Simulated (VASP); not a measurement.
Input:

```
CELL_PARAMETERS angstrom
     -1.65000     1.65000     1.65000
      1.65000    -1.65000     1.65000
      1.65000     1.65000    -1.65000
ATOMIC_POSITIONS crystal
  Ta 0.00000 0.00000 0.00000
```

Level of theory: revTPSS meta-GGA, VASP's PBE PAW potentials (set 64) (plane waves; VASP). Settings: 520 eV cut-off, 14×14×14 Γ-centred mesh, first-order Methfessel-Paxton smearing of 0.10 eV, potentials Ta_pv.

The ions, cell shape and volume are relaxed. What does this cell relax into?

```
CELL_PARAMETERS angstrom
     -1.64381     1.64381     1.64381
      1.64381    -1.64381     1.64381
      1.64381     1.64381    -1.64381
ATOMIC_POSITIONS crystal
  Ta 0.00000 0.00000 0.00000
```
Space group Im-3m (229), at a tolerance of 0.03 Å.

How do energy and volume change from the first to the last step?

The energy (σ→0) changes by -1.6 meV/atom and the volume by -1.1 %, in 3 ionic steps.

The compound is Ta in the bcc structure. This run relaxes it. Symmetry was kept, so distortions that lower it aren't found.
